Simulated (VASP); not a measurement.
Set up this calculation in VASP 6.6.1, as the native input.

```
Task                   : single point
Functional             : PBEsol
Potentials or basis    : VASP PAW PBE potentials, release 64 (Co, Ga_d, N)
Cutoff                 : 450 eV
k mesh                 : 3 × 3 × 2
Occupations            : gaussian, width 0.03 eV
Spin                   : collinear spin, ferromagnetic start
Fixed moment           : 2 μB
Hubbard terms          : Co d U = 4 eV
Dq                     : 0
Further INCAR settings : LREAL = Auto; ALGO = Normal; EDIFF = 1e-05
```

The structure of Ga15CoN16 (a cell with a defect) lies in POSCAR:

```
Ga15CoN16
1.0
    6.3800000000      0.0000000000      0.0000000000
   -3.1900000000      5.5252420762      0.0000000000
    0.0000000000      0.0000000000     10.3780000000
Co Ga N
1 15 16
Direct
    0.3333333333      0.1666666667      0.0000000000
    0.3333333333      0.1666666667      0.5000000000
    0.3333333333      0.6666666667      0.0000000000
    0.3333333333      0.6666666667      0.5000000000
    0.8333333333      0.1666666667      0.0000000000
    0.8333333333      0.1666666667      0.5000000000
    0.8333333333      0.6666666667      0.0000000000
    0.8333333333      0.6666666667      0.5000000000
    0.1666666667      0.3333333333      0.2500000000
    0.1666666667      0.3333333333      0.7500000000
    0.1666666667      0.8333333333      0.2500000000
    0.1666666667      0.8333333333      0.7500000000
    0.6666666667      0.3333333333      0.2500000000
    0.6666666667      0.3333333333      0.7500000000
    0.6666666667      0.8333333333      0.2500000000
    0.6666666667      0.8333333333      0.7500000000
    0.3333333333      0.1666666667      0.1875000000
    0.3333333333      0.1666666667      0.6875000000
    0.3333333333      0.6666666667      0.1875000000
    0.3333333333      0.6666666667      0.6875000000
    0.8333333333      0.1666666667      0.1875000000
    0.8333333333      0.1666666667      0.6875000000
    0.8333333333      0.6666666667      0.1875000000
    0.8333333333      0.6666666667      0.6875000000
    0.1666666667      0.3333333333      0.4375000000
    0.1666666667      0.3333333333      0.9375000000
    0.1666666667      0.8333333333      0.4375000000
    0.1666666667      0.8333333333      0.9375000000
    0.6666666667      0.3333333333      0.4375000000
    0.6666666667      0.3333333333      0.9375000000
    0.6666666667      0.8333333333      0.4375000000
    0.6666666667      0.8333333333      0.9375000000
```

One way to write it, as run:

INCAR

```
SYSTEM = Ga15CoN16
PREC     = Accurate       ! precision mode
ENCUT    = 450            ! plane-wave cutoff, eV
EDIFF    = 1E-5           ! SCF threshold, eV
ISMEAR   = 0              ! smearing method
SIGMA    = 0.03           ! smearing width, eV
LREAL    = Auto         
LASPH    = .TRUE.         ! aspherical terms in the spheres
NELM     = 120            ! most SCF steps
ALGO     = Normal         ! electronic algorithm
ISIF     = 2              ! what is computed and relaxed
LWAVE    = .FALSE.        ! write WAVECAR
LCHARG   = .FALSE.        ! write CHGCAR
ISPIN    = 2              ! spin polarisation
MAGMOM   = 2 0 0 0 0 0 0 0 0 0 0 0 0 0 0 0 0 0 0 0 0 0 0 0 0 0 0 0 0 0 0 0 ! initial moments
LORBIT   = 11             ! projections on sites
NUPDOWN  = 2              ! fixed moment
LMAXMIX  = 4              ! l up to which the mixer works
LDAU     = .TRUE.         ! DFT+U
LDAUTYPE = 2            
LDAUL    = 2 -1 -1        ! shell
LDAUU    = 4 0 0          ! U, eV
LDAUJ    = 0 0 0        
LDAUPRINT= 1            
GGA      = PS             ! functional
KPAR     = 4
```

KPOINTS

```
regular mesh
0
G
  3 3 2
  0 0 0
```

Potentials or basis: VASP PAW PBE potentials, release 64 (Co, Ga_d, N).

Launch:

```bash
$ cat potpaw_PBE.64/Co/POTCAR potpaw_PBE.64/Ga_d/POTCAR potpaw_PBE.64/N/POTCAR > POTCAR
$ mpirun -np 4 vasp_std > vasp.out
```

Results of the run:

| Item | Value |
| --- | --- |
| Largest force | 0.345 eV/Å |
| Net moment | 2.00 μB per cell |
| Site moments | Co +2.24; Ga +0.00; N +0.00, -0.01, -0.00, -0.08 μB |
| Valence electrons inside the program's atomic spheres | Co 8.21; Ga 11.87; N 3.70, 3.71, 3.72, 3.68 |

Caveat: the k mesh is coarse (spacing up to 0.38 Å⁻¹), so the values aren't converged; the PAW data sets were made with another functional, which shifts forces and pressure a little; the cell's inner coordinates are idealised or old, which leaves forces on the atoms; the total moment is fixed, so each spin has its own Fermi level.

Wall time 7.4 min on 4 MPI ranks on AMD EPYC 9R45 (Zen 5), with other jobs on the host, peak memory 0.8 GiB a rank.
